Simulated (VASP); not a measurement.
Method: PBEsol GGA, VASP's PBE PAW potentials (set 64) (plane waves; VASP).

Input for VASP

### KPOINTS
```
kpoints
0
G
 11 11 11
```

### POSCAR
```
RhB
1.0
  2.9380000000   0.0000000000   0.0000000000
  0.0000000000   2.9380000000   0.0000000000
  0.0000000000   0.0000000000   2.9380000000
Rh B
1 1
Cartesian
  0.0000000000   0.0000000000   0.0000000000
  1.4690000000   1.4690000000   1.4690000000
```

### INCAR
```
SYSTEM = RhB
PREC = Accurate
ENCUT = 520
EDIFF = 1E-6
NELM = 100
ALGO = Normal
LREAL = .FALSE.
LASPH = .TRUE.
ISMEAR = 1
SIGMA = 0.1
GGA = PS
LMAXMIX = 4
LWAVE = .FALSE.
LCHARG = .FALSE.
IBRION = 2
ISIF = 3
NSW = 60
EDIFFG = -0.01
```

POTCAR, in this order: Rh_pv B (PBE.64 set). Program: vasp_std.

What VASP printed:

### OSZICAR
```
       N       E                     dE             d eps       ncg     rms          rms(c)
DAV:   1     0.127915252053E+03    0.12792E+03   -0.10749E+04  1480   0.140E+03
DAV:   2    -0.125859516561E+02   -0.14050E+03   -0.13630E+03  1661   0.371E+02
DAV:   3    -0.150703504149E+02   -0.24844E+01   -0.24421E+01  1706   0.524E+01
DAV:   4    -0.150870000314E+02   -0.16650E-01   -0.16648E-01  1569   0.449E+00
DAV:   5    -0.150872020768E+02   -0.20205E-03   -0.20204E-03  1734   0.498E-01    0.101E+01
DAV:   6    -0.148728317755E+02    0.21437E+00   -0.70908E+00  1456   0.318E+01    0.623E+00
DAV:   7    -0.141714168942E+02    0.70141E+00   -0.14775E+00  1456   0.153E+01    0.196E+00
DAV:   8    -0.141574347341E+02    0.13982E-01   -0.82919E-02  1576   0.199E+00    0.807E-01
DAV:   9    -0.141533396487E+02    0.40951E-02   -0.10663E-02  1536   0.109E+00    0.227E-01
DAV:  10    -0.141533420871E+02   -0.24383E-05   -0.54713E-04  1606   0.311E-01    0.787E-02
DAV:  11    -0.141532519152E+02    0.90172E-04   -0.19949E-04  1551   0.127E-01    0.108E-02
DAV:  12    -0.141532511548E+02    0.76042E-06   -0.78743E-06  1536   0.257E-02
   1 F= -.14153251E+02 E0= -.14152822E+02  d E =-.141533E+02
       N       E                     dE             d eps       ncg     rms          rms(c)
DAV:   1    -0.118228606929E+03   -0.10408E+03   -0.15279E+03  1456   0.479E+02    0.165E+02
DAV:   2    -0.186713209162E+02    0.99557E+02   -0.22156E+02  1474   0.267E+02    0.430E+01
DAV:   3    -0.152090001192E+02    0.34623E+01   -0.11323E+01  1686   0.398E+01    0.202E+01
DAV:   4    -0.128858608944E+02    0.23231E+01   -0.65761E+00  1536   0.275E+01    0.107E+01
DAV:   5    -0.129243779759E+02   -0.38517E-01   -0.90160E-02  1709   0.340E+00    0.702E+00
DAV:   6    -0.129273734552E+02   -0.29955E-02   -0.41256E-02  1796   0.279E+00    0.601E-01
DAV:   7    -0.129268614486E+02    0.51201E-03   -0.11779E-03  1606   0.497E-01    0.329E-01
DAV:   8    -0.129268490993E+02    0.12349E-04   -0.20514E-05  1796   0.667E-02    0.172E-01
DAV:   9    -0.129267975251E+02    0.51574E-04   -0.36696E-05  1591   0.763E-02    0.251E-03
DAV:  10    -0.129267978423E+02   -0.31717E-06   -0.39727E-07   901   0.743E-03
   2 F= -.12926798E+02 E0= -.12927094E+02  d E =0.122645E+01
       N       E                     dE             d eps       ncg     rms          rms(c)
DAV:   1    -0.534253456088E+02   -0.40499E+02   -0.58131E+02  1456   0.399E+02    0.794E+01
DAV:   2    -0.171226312866E+02    0.36303E+02   -0.12396E+02  1471   0.144E+02    0.466E+01
DAV:   3    -0.155298891289E+02    0.15927E+01   -0.54635E+00  1541   0.276E+01    0.326E+01
DAV:   4    -0.154801050365E+02    0.49784E-01   -0.24116E-01  1721   0.569E+00    0.298E+01
DAV:   5    -0.153172679253E+02    0.16284E+00   -0.17313E-01  1559   0.412E+00    0.107E+01
DAV:   6    -0.152979018762E+02    0.19366E-01   -0.60743E-02  1644   0.241E+00    0.177E+00
DAV:   7    -0.152957417669E+02    0.21601E-02   -0.66361E-03  1698   0.756E-01    0.706E-01
DAV:   8    -0.152959949695E+02   -0.25320E-03   -0.14146E-03  1581   0.418E-01    0.132E-01
DAV:   9    -0.152957595526E+02    0.23542E-03   -0.35934E-04  1581   0.193E-01    0.162E-02
DAV:  10    -0.152957557042E+02    0.38484E-05   -0.14516E-05  1726   0.372E-02    0.637E-03
DAV:  11    -0.152957558046E+02   -0.10034E-06   -0.54899E-07   804   0.761E-03
   3 F= -.15295756E+02 E0= -.15295511E+02  d E =-.114250E+01
       N       E                     dE             d eps       ncg     rms          rms(c)
DAV:   1    -0.153812688671E+02   -0.85513E-01   -0.87424E-01  1476   0.138E+01    0.231E+00
DAV:   2    -0.153372872482E+02    0.43982E-01   -0.55892E-01  1461   0.907E+00    0.128E+00
DAV:   3    -0.153032572372E+02    0.34030E-01   -0.64633E-02  1466   0.341E+00    0.242E-01
DAV:   4    -0.153024548223E+02    0.80241E-03   -0.53762E-03  1501   0.546E-01    0.941E-02
DAV:   5    -0.153022807299E+02    0.17409E-03   -0.42601E-04  1516   0.230E-01    0.372E-02
DAV:   6    -0.153022985750E+02   -0.17845E-04   -0.44345E-05  1681   0.802E-02    0.926E-03
DAV:   7    -0.153022980539E+02    0.52109E-06   -0.27354E-06  1557   0.205E-02
   4 F= -.15302298E+02 E0= -.15301959E+02  d E =-.114905E+01
       N       E                     dE             d eps       ncg     rms          rms(c)
DAV:   1    -0.153279959999E+02   -0.25697E-01   -0.27282E-01  1471   0.771E+00    0.130E+00
DAV:   2    -0.153157582449E+02    0.12238E-01   -0.17900E-01  1471   0.521E+00    0.764E-01
DAV:   3    -0.153035996904E+02    0.12159E-01   -0.21878E-02  1456   0.199E+00    0.163E-01
DAV:   4    -0.153034237733E+02    0.17592E-03   -0.24335E-03  1496   0.370E-01    0.902E-02
DAV:   5    -0.153032516672E+02    0.17211E-03   -0.44957E-04  1471   0.245E-01    0.234E-02
DAV:   6    -0.153032582069E+02   -0.65397E-05   -0.24728E-05  1686   0.645E-02    0.656E-03
DAV:   7    -0.153032580598E+02    0.14707E-06   -0.15139E-06   960   0.169E-02
   5 F= -.15303258E+02 E0= -.15302871E+02  d E =-.115001E+01
```

File OUTCAR:
```
------------------------ aborting loop because EDIFF is reached ----------------------------------------
  FORCE on cell =-STRESS in cart. coord.  units (eV):
  Direction    XX          YY          ZZ          XY          YZ          ZX
  --------------------------------------------------------------------------------------
  Total        0.0041914      0.0041914      0.0041914      0.0000000      0.0000000      0.0000000
  in kB        0.3483796      0.3483796      0.3483796      0.0000000      0.0000000      0.0000000
  external PRESSURE =       0.3483796 kB  Pullay stress =       0.0000000 kB
  volume of cell :       19.28
      direct lattice vectors                 reciprocal lattice vectors
     2.681270552 -0.000000000  0.000000000     0.372957514 -0.000000000  0.000000000
     0.000000000  2.681270552  0.000000000     0.000000000  0.372957514 -0.000000000
    -0.000000000  0.000000000  2.681270552    -0.000000000 -0.000000000  0.372957514
 POSITION                                       TOTAL-FORCE (eV/Angst)
 -----------------------------------------------------------------------------------
      0.00000      0.00000      0.00000        -0.000000      0.000000      0.000000
      1.34064      1.34064      1.34064         0.000000     -0.000000      0.000000
 -----------------------------------------------------------------------------------
    total drift:                                0.000000      0.000000      0.000000
  FREE ENERGIE OF THE ION-ELECTRON SYSTEM (eV)
  ---------------------------------------------------
  free  energy   TOTEN  =       -15.3032580598 eV

  energy  without entropy=      -15.3020965063  energy(sigma->0) =      -15.30287088

 reached required accuracy - stopping structural energy minimisation
```
(Selected blocks of OUTCAR.)

CONTCAR:
```
RhB
   1.00000000000000
     2.6812705519396811   -0.0000000000000000    0.0000000000000000
     0.0000000000000000    2.6812705519396811    0.0000000000000000
    -0.0000000000000000    0.0000000000000000    2.6812705519396811
  Rh              B
     1     1
Direct
     0.0000000000000000    0.0000000000000000    0.0000000000000000
     0.5000000000000000    0.5000000000000000    0.5000000000000000
```

Energy and stress use the plane-wave basis of the starting cell.

The structure was generated: RhB was put into the CsCl type type (Pm-3m), which need not be its known phase. This run relaxes it. Symmetry was kept, so distortions that lower it aren't found.
